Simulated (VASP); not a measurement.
Method: PBEsol GGA, VASP's PBE PAW potentials (set 64) (plane waves; VASP).

Input for VASP

POSCAR:
```
Bi2Te3
1
    4.3469570281    -0.0000000000     0.0000000000
   -2.1734785140     3.7645750582    -0.0000000000
    0.0000000000     0.0000000000    23.8677607830
Bi Te
2 3
Direct
  0.3333330000   0.6666670000   0.4150462368
  0.0000000000   0.0000000000   0.5849537632
  1.0000000000   1.0000000000   0.3428610729
  0.6666670000   0.3333330000   0.5000000000
  0.3333330000   0.6666670000   0.6571389271
```

KPOINTS:
```
k-points along high-symmetry lines
30
Line-mode
Reciprocal
  0.000000   0.000000   0.000000 ! GAMMA
  0.500000   0.000000   0.000000 ! M

  0.500000   0.000000   0.000000 ! M
  0.333333   0.333333   0.000000 ! K

  0.333333   0.333333   0.000000 ! K
  0.000000   0.000000   0.000000 ! GAMMA
```

**INCAR**
```
ALGO=Normal
EDIFF=1E-7
ENCUT=400
GGA=PS
ICHARG=11
ISMEAR=0
LASPH=.True.
LCHARG=.False.
LMAXMIX=4
LORBIT=11
LREAL=.False.
LWAVE=.False.
NELM=100
PREC=Accurate
SIGMA=0.05
SYSTEM=Bi2Te3
```

POTCAR, in this order: Bi_d Te (PBE.64 set). Program: vasp_std. Read from the step before: CHGCAR.

The resulting files:

OSZICAR:
```
       N       E                     dE             d eps       ncg     rms          rms(c)
DAV:   1     0.348917182041E+03    0.34892E+03   -0.18719E+04  6544   0.114E+03
DAV:   2     0.136329888622E+02   -0.33528E+03   -0.32969E+03  6300   0.303E+02
DAV:   3    -0.176767203848E+02   -0.31310E+02   -0.30749E+02  6036   0.112E+02
DAV:   4    -0.190649928408E+02   -0.13883E+01   -0.13776E+01  6560   0.240E+01
DAV:   5    -0.191169845968E+02   -0.51992E-01   -0.51895E-01  7128   0.445E+00
DAV:   6    -0.191183743596E+02   -0.13898E-02   -0.13893E-02  7428   0.641E-01
DAV:   7    -0.191184270073E+02   -0.52648E-04   -0.52645E-04  7388   0.108E-01
DAV:   8    -0.191184292751E+02   -0.22677E-05   -0.22675E-05  7468   0.177E-02
DAV:   9    -0.191184293905E+02   -0.11547E-06   -0.11547E-06  5812   0.370E-03
DAV:  10    -0.191184293966E+02   -0.60409E-08   -0.60418E-08  3872   0.979E-04
   1 F= -.19118429E+02 E0= -.19118429E+02  d E =-.313128E-12
```

**OUTCAR**
```
 val. band max:       -0.6896699187   @ k =   0.1034   0.1034   0.0000

 cond. band min:       0.2612135073   @ k =   0.0000   0.0000   0.0000



 k-point     1 :       0.0000    0.0000    0.0000
  band No.  band energies     occupation
      1     -23.2654      2.00000
      2     -23.2654      2.00000
      3     -23.2638      2.00000
      4     -23.2638      2.00000
      5     -23.2541      2.00000
      6     -23.2526      2.00000
      7     -23.2503      2.00000
      8     -23.2503      2.00000
      9     -23.2485      2.00000
     10     -23.2485      2.00000
     11     -13.5028      2.00000
     12     -12.9723      2.00000
     13     -11.2588      2.00000
     14      -9.3689      2.00000
     15      -8.1538      2.00000
     16      -2.4489      2.00000
     17      -1.8454      2.00000
     18      -1.8454      2.00000
     19      -1.5607      2.00000
     20      -1.5606      2.00000
     21      -1.5146      2.00000
     22      -1.1768      2.00000
     23      -1.0080      2.00000
     24      -1.0080      2.00000
     25       0.2612      0.00000
     26       0.8812      0.00000
     27       0.8813      0.00000
     28       1.6932      0.00000

 k-point     2 :       0.0172    0.0000    0.0000
  band No.  band energies     occupation
      1     -23.2654      2.00000
      2     -23.2654      2.00000
      3     -23.2639      2.00000
      4     -23.2638      2.00000
      5     -23.2540      2.00000
      6     -23.2526      2.00000
      7     -23.2503      2.00000
      8     -23.2503      2.00000
      9     -23.2486      2.00000
     10     -23.2485      2.00000
     11     -13.5002      2.00000
     12     -12.9698      2.00000
     13     -11.2572      2.00000
     14      -9.3696      2.00000
     15      -8.1579      2.00000
     16      -2.4550      2.00000
     17      -1.8899      2.00000
     18      -1.8563      2.00000
     19      -1.6177      2.00000
     20      -1.5640      2.00000
     21      -1.4779      2.00000
...
```

The density is held fixed in this step, so its total energy and stress have no physical meaning. The cell holds a wide vacuum, so values per volume refer to the whole cell. Unless said otherwise, spin-orbit coupling is left out, though it shifts the bands of the heavy elements here.

The cell is a sheet with vacuum, built from a generated structure.
